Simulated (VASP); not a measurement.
Crystal: Zn2CdSeS2.

```
CELL_PARAMETERS angstrom
3.86400 0.00000 0.00000
-1.93200 3.34632 0.00000
0.00000 0.00000 9.46600
ATOMIC_POSITIONS crystal
Zn 0.33333 0.66667 0.33330
Zn 0.66667 0.33333 0.66670
Cd 0.00000 0.00000 0.00000
Se 0.66667 0.33333 0.91670
S 0.00000 0.00000 0.25000
S 0.33333 0.66667 0.58330
```

The cell was built by a generator and needn't be a form met in nature.

| Quantity | Value |
| --- | --- |
| Program | VASP 6.6.1 |
| Task | relaxation of cell and atoms |
| Functional | PBE |
| Potentials or basis | VASP PAW PBE potentials, release 64 (Zn, Cd, Se, S) |
| Cutoff | 520 eV |
| k mesh | 4 × 4 × 2 |
| Occupations | gaussian, width 0.15 eV |
| Spin | no spin polarisation |

At the start: pressure 13.0 GPa; volume 20.40 Å³/atom.

Question: How do energy, volume and symmetry change on relaxing?

Answer: Over 13 steps the energy falls by 189.2 meV/atom and the volume is 23.22 Å³/atom (+13.8 %); space group P3m1 (No. 156, to 0.05 Å).

Step by step:
```
step  energy change (eV)  largest force (eV/Å)  pressure (GPa)  volume (Å³)
   1              0.0000                2.2399           12.97       122.40
   2             -0.8052                0.5902           -3.28       154.04
   3             -0.9310                0.7043           -1.28       144.26
   4             -0.9305                0.7352           -0.67       143.44
   5             -1.0084                0.5696           -0.24       142.16
   6             -1.1227                0.2557            0.45       138.34
   7             -1.1235                0.2367            0.92       138.08
   8             -1.1270                0.1332           -0.56       141.49
   9             -1.1321                0.1729           -0.10       139.76
  10             -1.1320                0.1442           -0.33       140.30
  11             -1.1322                0.1513           -0.48       140.14
  12             -1.1322                0.1592           -0.37       139.95
  13             -1.1352                0.0661            0.12       139.29
```

Final structure:
```
CELL_PARAMETERS angstrom
4.01839 0.00000 0.00000
-2.00919 3.48003 0.00000
0.00000 0.00000 9.96083
ATOMIC_POSITIONS crystal
Zn 0.33333 0.66667 0.34254
Zn 0.66667 0.33333 0.64758
Cd 0.00000 0.00000 0.01534
Se 0.66667 0.33333 0.89575
S 0.00000 0.00000 0.27085
S 0.33333 0.66667 0.57795
```

Caveat: the k mesh is coarse (spacing up to 0.47 Å⁻¹), so the values aren't converged.
